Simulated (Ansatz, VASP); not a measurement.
MnIr: VASP beside Ansatz

```
Mn Ir
1.0
     2.62416    0.00000    0.00000
     0.00000    2.62416    0.00000
     0.00000    0.00000    3.61390
Mn Ir
1 1
Direct
  0.50000 0.50000 0.50000
  0.00000 0.00000 0.00000
```

Alike in both runs: functional PBEsol; k mesh 12 × 12 × 9; occupations fermi-dirac, width 0.05 eV; collinear spin.

Ansatz relaxed the structure, and its values are those at the end. VASP's run is a single point on that final structure, the one shown.

|  | VASP | Ansatz |
| --- | --- | --- |
| version | VASP 6.6.1 | Ansatz 0.2.0 |
| potentials or method | VASP PAW PBE potentials, release 64 (Mn_pv, Ir), cutoff 520 eV | all-electron LAPW, scalar-relativistic |

VASP gave:

- pressure (GPa): 0.5
- net moment per atom (μB): 0.55
- size of the moment on the site where the two differ most (μB): 0.14

Task: Which values does Ansatz return?

Result: Pressure (GPa): 0.0; net moment per atom (μB): 0.54; size of the moment on the site where the two differ most (μB): 0.11.

Site moments also hang on the region over which each program counts them. Ansatz ran all-electron here, so the differences hold the error of VASP's frozen core and of both bases.

Caveats: the PAW data sets were made with another functional, which shifts forces and pressure a little (VASP); the moment fell far below its start of 4 μB, so a state of higher moment may lie lower in energy (VASP). The runs have no spin-orbit coupling, so splittings on Ir are missing.
